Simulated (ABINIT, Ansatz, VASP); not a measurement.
## Code comparison for C (P6_3/mmc, 4 atoms in the cell)

Self-consistent single point.

```
C
1.0
    1.23000    -2.13042     0.00000
    1.23000     2.13042     0.00000
    0.00000     0.00000     6.71000
C
4
Direct
  0.00000   0.00000   0.25000
  0.00000   0.00000   0.75000
  0.33333   0.66667   0.25000
  0.66667   0.33333   0.75000
```

All programs got the same cell, k-point mesh and kind of occupations (in Ansatz's words: kpoints.mp_grid.grid = 15 15 5; scf.occupations.method = gaussian; scf.occupations.width = 0.136 eV); potentials, basis and cutoffs are each program's usual ones.

```tsv
code	model	pressure (GPa)	cutoff
ABINIT	PBE, PAW (JTH v2.0 PBE PAW)	3.25	42 Ry
VASP	PBE, VASP's PBE PAW potentials (set 64)	1.37	400 eV
Ansatz	PBE, default PAW files	2.58	default
```

The spread over the programs that give each value: pressure within 1.88 GPa.

The starting cell has typed, rounded lattice constants, without a prior relaxation at this level. On Ansatz's run: In the base run, with a pressure of about 3 GPa the cell is away from its equilibrium volume at this level.

Problem. Why do the programs differ, and what cannot be compared?

Solution. Differences of this kind can come from the potentials, where these differ, and from what each basis and cutoff leave unconverged. The zero of total energies and Fermi levels follows the potentials and each program's conventions, so they are not compared here. Ansatz's pressure is given at a fixed set of plane waves, as the other plane-wave codes print theirs; with its correction for the finite basis it is 3.12 GPa (the shift of 0.55 GPa shows how far the cutoff is from converged). In the pressure, VASP (by 1.20) lies more than 1 GPa from the median of the plane-wave programs.

VASP's run is marked for a possible Pulay error in its stress at this cutoff; no cutoff test was made.

Left out of this page: Quantum ESPRESSO, GPAW, CP2K, FLEUR and SIESTA (not drawn, or without a comparable value).

Ansatz is a quantum-chemistry and plane-wave program.

Keys are those of Ansatz 0.2.
